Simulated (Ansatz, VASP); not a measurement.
# GaN in two plane-wave programs, part 2 of 2

Wanted: the spread between two codes on one cell, functional and k mesh. The cell is taken from a series of runs on this material, whose earlier steps may have relaxed, scaled, displaced or heated it; both programs get it as it stands.

VASP 6.6.1 and Ansatz 0.2.0.

So far: Starting point; VASP: G0W0 gap, PBE, DFT+U.

### Step 3. Ansatz: G0W0 gap, PBE, DFT+U

Level of this step: Ansatz beside VASP: Kohn-Sham DFT, plane waves, PBE, DFT+U (Ansatz).

Ansatz runs on its PAW soft_1 files.

The same cell, functional and mesh now go to Ansatz, which takes its cutoff from its data sets.

Contents of input.yaml:

```yaml
crystal:
  lattice:
    - [3.19, 0.0, 0.0]
    - [-1.595, 2.7626210381, 0.0]
    - [0.0, 0.0, 5.189]
  atoms:
    - { symbol: Ga, position: [0.6666666667, 0.3333333333, 0.0] }
    - { symbol: Ga, position: [0.3333333333, 0.6666666667, 0.5] }
    - { symbol: "N", position: [0.6666666667, 0.3333333333, 0.375] }
    - { symbol: "N", position: [0.3333333333, 0.6666666667, 0.875] }
kpoints:
  mp_grid: { grid: [9, 9, 4] }
hamiltonian:
  xc: pbe
  hubbard:
    projectors: ortho-atomic
    sites: [{ species: Ga, l: d, u_eff: 5.0 }]
  pseudopotentials: { kind: paw, azcp: { folder: soft_1 } }
scf:
  occupations: { method: fixed }
gw:
  n_empty_bands: 190
  ecut_chi: 150.0
  qp_bands: [v2, c2]
  qp_kpoints: band_edges
  screening: { model: contour_deformation }
```

Started as:

```sh
> ansatz run input.yaml --threads 4 --pin off --max-ram 138240MiB --backend cuda --events-out ev --progress --plain --runs-dir out --devices 1 --max-vram 26GiB
```

Numbers of over 12 decimals in the logs are rounded to 6 here.

Log:

```text
GPUs: using 1 of 1 available (devices: 1).
Engine: ansatz 0.2.0, x86_64-unknown-linux-gnu
Pseudopotentials: kind: paw
Pseudopotential: Ga, paw, valence charge 13, recommended cutoff 420 eV (normal), soft_1/Ga.paw.azcp
Pseudopotential: N, paw, valence charge 5, recommended cutoff 420 eV (normal), soft_1/N.paw.azcp
Functional definition: PBE
  parameter kappa = 0.804
  parameter beta = 0.066725
  exchange = pbe_x(kappa = kappa, mu = beta*pi^2/3)
  correlation = pbe_c(beta = beta)
device memory: the entry about to start is reckoned to put 1.0 GiB on a device that reports 69.2 GiB free (of which the cap on the GPU budget leaves the run 26.0 GiB)
GPU FFT provider: cuFFT
GPU libraries: cuBLAS 13.8.2, cuFFT 12.4.0, cuSOLVER 12.3.4
Crystal: 4 atoms, lattice volume = 45.729 Å³
Basis set: ecut = 420 eV, 917 PW (Γ)
Bands: 22, of which v1, the nominal top of the filled ones, is band 18 counted from 1 (17 counted from 0)
Symmetry: 12 space group operations
Space group: P63mc (ITA 186), of the structure as read, at distance tolerance 3.6e-5 Å
k-points: 36 of 324 (time reversal used)
Non-local potential: Ga, projectors of the file, l = 0: 2, l = 1: 2, l = 2: 3, l = 3: 1
Non-local potential: N, projectors of the file, l = 0: 2, l = 1: 2, l = 2: 1
PAW form: soft (Blöchl's): semilocal exchange-correlation on the pseudo side does not see the compensation charge
PAW one-centre angular grid: Ga, 590 points (default); XC on 64 Gauss nodes
PAW one-centre angular grid: N, 110 points (default); XC on 64 Gauss nodes
Initial density: superposition of atomic densities (chi_scale 0.1, normalization cell, long waves of neutral atoms under a Hubbard term (reshape's long-wave potential 0.00 eV rms, cloud 1.93 Å wide))
Initial wavefunctions: pseudopotential atomic-orbital guess
GPU buffer pool allocated for 20736 grid points (all kernels)
GPU transforms: local potential and band sums: pruned to the plane-wave sphere, on 24×24×36
Functional: x = pbe(κ = 0.804, μ = 0.219515), c = pbe(β = 0.066725)
SCF iter   1: F=—  HF=-8337.154669 eV  |F-HF|=—  |Δ(HF+E_count)|=         —  Δρ=1.14e-1  dr2=5.13e0  ethr=3.10e-3  ⟨swp⟩=4.0  Hψ=2836  notcnv=0  defer=11
preconditioner: auto → Resta (q_TF=auto, 2.622 Å⁻¹)  ε∞=4.3  [insulator: Δε(μ)=2.770 eV  Ē_g=18.239 eV  n_scr=22 (ndim 8)  ℏωp=32.9 eV  f_vac=0.000  ε∞_Penn≈4.3]
SCF iter   2: F=—  HF=-8335.857108 eV  |F-HF|=—  |Δ(HF+E_count)|=    1.30e0  Δρ=4.70e-2  dr2=5.24e-1  ethr=3.10e-3  ⟨swp⟩=2.0  Hψ=1476  notcnv=0  defer=24
SCF iter   3: F=—  HF=-8335.774721 eV  |F-HF|=—  |Δ(HF+E_count)|=   8.24e-2  Δρ=1.87e-2  dr2=1.13e-1  ethr=1.46e-3  ⟨swp⟩=2.0  Hψ=1011  notcnv=0  defer=69
SCF iter   4: F=—  HF=-8335.759606 eV  |F-HF|=—  |Δ(HF+E_count)|=   1.51e-2  Δρ=2.96e-3  dr2=4.90e-3  ethr=3.13e-4  ⟨swp⟩=3.0  Hψ=1514  notcnv=0  defer=70
SCF iter   5: F=—  HF=-8335.759290 eV  |F-HF|=—  |Δ(HF+E_count)|=   3.16e-4  Δρ=2.57e-3  dr2=1.80e-3  ethr=1.36e-5  ⟨swp⟩=2.0  Hψ=1515  notcnv=0  defer=70
SCF iter   6: F=—  HF=-8335.760413 eV  |F-HF|=—  |Δ(HF+E_count)|=   1.12e-3  Δρ=7.83e-4  dr2=2.24e-4  ethr=4.99e-6  ⟨swp⟩=3.0  Hψ=1514  notcnv=0  defer=70
SCF iter   7: F=—  HF=-8335.760606 eV  |F-HF|=—  |Δ(HF+E_count)|=   1.93e-4  Δρ=1.54e-4  dr2=1.19e-5  ethr=6.21e-7  ⟨swp⟩=2.0  Hψ=1506  notcnv=0  defer=62
SCF iter   8: F=—  HF=-8335.760619 eV  |F-HF|=—  |Δ(HF+E_count)|=   1.28e-5  Δρ=2.06e-5  dr2=1.61e-7  ethr=3.32e-8  ⟨swp⟩=2.0  Hψ=1440  notcnv=0
SCF iter   9: F=-8335.760619 eV  HF=-8335.760619 eV  |F-HF|=2.20e-9  |Δ(HF+E_count)|=   2.74e-7  Δρ=2.20e-6  dr2=2.31e-9  ethr=2.78e-10  ⟨swp⟩=4.7  Hψ=2836  notcnv=0
SCF 1 converged in 9 iterations: F = -8335.760619 eV  dr2 = 2.31e-9
  greatest PAW one-centre occupation: 0.996 electrons in one spin orbital (limit 2), on the Ga atom at site 1 (counted from 0), in its partial waves of l = 2
device memory: the entry about to start is reckoned to put 1.2 GiB (of the 1.3 GiB reckoned in all, the device holds 0.1 GiB already) on a device that reports 68.3 GiB free (of which the cap on the GPU budget leaves the run 25.9 GiB)
NSCF: frozen V_eff on 36 k-points, pencils in batches of 32, up to order 88
the band table was solved once the SCF had ended and its energy, with any forces and stress, was formed, with the checks that follow a solve (2591 applications of the Hamiltonian). They found nothing against the state; the energy, forces and stress were not computed again (output.eigenvalues in the input reference)
device memory: the entry about to start is reckoned to put 4.9 GiB on a device that reports 68.2 GiB free (of which the cap on the GPU budget leaves the run 26.0 GiB)
NSCF: frozen V_eff on 36 k-points
G₀W₀ screening: q 1/36
[... further progress lines ...]
device memory: the entry about to start is reckoned to put 0.3 GiB on a device that reports 68.0 GiB free (of which the cap on the GPU budget leaves the run 26.0 GiB)
NSCF: frozen V_eff on 1 k-points
[...]
--- Band table (eV; the first three rows and the last of 36) ---
  k-point 0: bands = [... 14 lower, 8.6011, 9.5699, 9.6328, 9.6328, 11.5743, 13.9262, 18.8643, 19.5696]
  k-point 1: bands = [... 14 lower, 8.7453, 8.7453, 9.4749, 9.4749, 12.7682, 14.0312, 18.4770, 19.2456]
  k-point 2: bands = [... 14 lower, 9.1032, 9.1032, 9.1032, 9.1032, 13.9100, 13.9100, 18.1620, 18.1620]
  k-point 35: bands = [... 14 lower, 5.4861, 5.4861, 8.1651, 8.1651, 16.0972, 16.0972, 16.9695, 16.9695]
Occupation matrices written to <dir>
--- G₀W₀: contour deformation, 7 samples at zero and on the imaginary axis and 2 off it, 324 q-points, 190 empty bands' worth ---
  eigenvalues of the whole cell's RPA ε∞ on this k-mesh (on a slab, of 1 + 4πα/V) = 5.5537, 5.5537, 5.7489; static W/v taken at q = 0 is 0.177452
  bands read: the sum over 208 bands ends inside a degenerate multiplet in 1 slot, whose members it reads at an even weight; the widest, k=0: bands 208 to 209 (counted from 1) at 1/2 each
  gw.qp_kpoints: band_edges: 20 of 36 stored k-points solved, in 1 pass; an edge of the gap read off the rows below is read off those points alone
    valence top: of the k-points left out ik 7 came nearest to being solved in a further pass, in band 18 (counted from 1, as in the quasiparticle table): it holds the edge there only if its correction is more favourable than any solved in that band by at least 0.628 eV; those differ by 0.303 eV
    conduction bottom: of the k-points left out ik 16 came nearest to being solved in a further pass, in band 19 (counted from 1, as in the quasiparticle table): it holds the edge there only if its correction is more favourable than any solved in that band by at least 2.037 eV; those differ by 0.619 eV
    ik  band        ε_KS         Σx   Σc(E_QP)       V_xc       Z   E_QP_lin       E_QP  E_QP is
     0    17      9.6328   -23.3874     2.8672   -19.9303  0.7726     9.0391     9.0430  root
     0    18      9.6328   -23.3874     2.8672   -19.9303  0.7726     9.0391     9.0430  root
     0    19     11.5743   -11.6196    -3.6137   -15.7599  0.8085    12.1029    12.1009  root
     0    20     13.9262   -10.1855    -4.4171   -15.2541  0.8147    14.5820    14.5777  root
     1    17      9.4749   -23.2836     2.9295   -19.7407  0.7722     8.8572     8.8615  root
     1    18      9.4749   -23.2836     2.9295   -19.7407  0.7722     8.8572     8.8615  root
     1    19     12.7682   -12.2248    -3.6552   -16.4644  0.7990    13.3555    13.3526  root
     1    20     14.0312   -10.1821    -4.4419   -15.2871  0.8115    14.6987    14.6943  root
     2    17      9.1032   -22.9865     3.0313   -19.2951  0.7712     8.4378     8.4432  root
     2    18      9.1032   -22.9865     3.0313   -19.2951  0.7712     8.4378     8.4432  root
     2    19     13.9100   -10.8979    -4.3056   -15.8824  0.8005    14.5938    14.5889  root
     2    20     13.9100   -10.8979    -4.3056   -15.8824  0.8005    14.5938    14.5889  root
     3    17      9.4483   -23.1854     2.9129   -19.6592  0.7721     8.8307     8.8351  root
     3    18      9.5273   -23.3075     2.9101   -19.7922  0.7722     8.9179     8.9221  root
     3    19     12.4628   -12.3363    -3.5316   -16.4244  0.8002    13.0218    13.0193  root
     3    20     14.6380   -10.5055    -4.5260   -15.7496  0.8069    15.3618    15.3561  root
     4    17      9.1182   -22.9292     2.9982   -19.2717  0.7714     8.4536     8.4590  root
     4    18      9.3427   -23.1620     2.9669   -19.5642  0.7718     8.7071     8.7118  root
     4    19     13.2824   -12.0326    -3.8414   -16.5010  0.7957    13.9131    13.9094  root
     4    20     14.7169   -10.4858    -4.5655   -15.7795  0.8034    15.4512    15.4452  root
     5    17      8.9163   -22.8026     3.0706   -19.0495  0.7706     8.2280     8.2339  root
     5    18      8.9163   -22.8026     3.0706   -19.0495  0.7706     8.2280     8.2339  root
     5    19     14.4437   -11.0396    -4.4322   -16.1947  0.7936    15.1727    15.1665  root
     5    20     14.4437   -11.0396    -4.4322   -16.1947  0.7936    15.1727    15.1665  root
[...]
33    17      6.6530   -21.1240     3.5574   -16.6806  0.7570     5.7521     5.7671  root
    33    18      6.9610   -21.4005     3.5414   -16.9663  0.7597     6.0537     6.0683  root
    33    19     14.8033    -7.3237    -4.1882   -11.7369  0.8246    15.0287    15.0282  root
    33    20     17.4675   -11.2752    -5.5552   -17.9032  0.7682    18.5628    18.5403  root
    35    17      8.1651   -22.0657     3.2301   -18.0893  0.7669     7.4111     7.4188  root
    35    18      8.1651   -22.0657     3.2301   -18.0893  0.7669     7.4111     7.4188  root
    35    19     16.0972    -9.4722    -4.7975   -14.9211  0.8082    16.7541    16.7487  root
    35    20     16.0972    -9.4722    -4.7975   -14.9211  0.8082    16.7541    16.7487  root
```

The column dr2 measures how far the density is from self-consistency, as an energy; F and HF (Harris–Foulkes) agree once it is small.

### Step 4. Differences

Known differences besides the potentials themselves: U acts on the PAW sphere in VASP and on atomic orbitals in Ansatz, so only states and trends compare; fixed occupations in Ansatz, narrow Gaussian smearing in VASP; the cutoff is 420 eV in Ansatz and 450 eV in VASP; Ansatz integrates over frequency by contour deformation, VASP on a grid of NOMEGA points; Ansatz's G0W0 levels solve the quasiparticle equation, VASP's are linearised. Total energies have different zeros and are not compared.

Both answers:

| quantity | Ansatz | VASP | difference |
| --- | --- | --- | --- |
| G0W0 gap on the mesh (eV) | 3.06 | 3.18 | -0.12 |
| Kohn-Sham gap under it (eV) | 1.94 | 2.26 | -0.32 |

### Step 5. Summary of results

| Item | Value |
| --- | --- |
| difference in G0W0 gap on the mesh (G0W0 gap, PBE, DFT+U) | -0.12 eV |

**Reading.** The difference in G0W0 gap on the mesh is -0.12 eV (G0W0 gap, PBE, DFT+U). How closely two codes agree says nothing of how well the functional describes the real material.

[Lines on the potential files, build, host, timing and source positions are cut from VASP's logs without a mark.]

[Logs are printed without paths, hosts, clocks, repeated set-up lines and the standing remarks that a program may print on its own settings, such as how far it seeks lower states.]

[Hosts, paths, dates, database ids (printed as entryN), source tags and the programs' standing remarks are cut or masked in the printed files.]
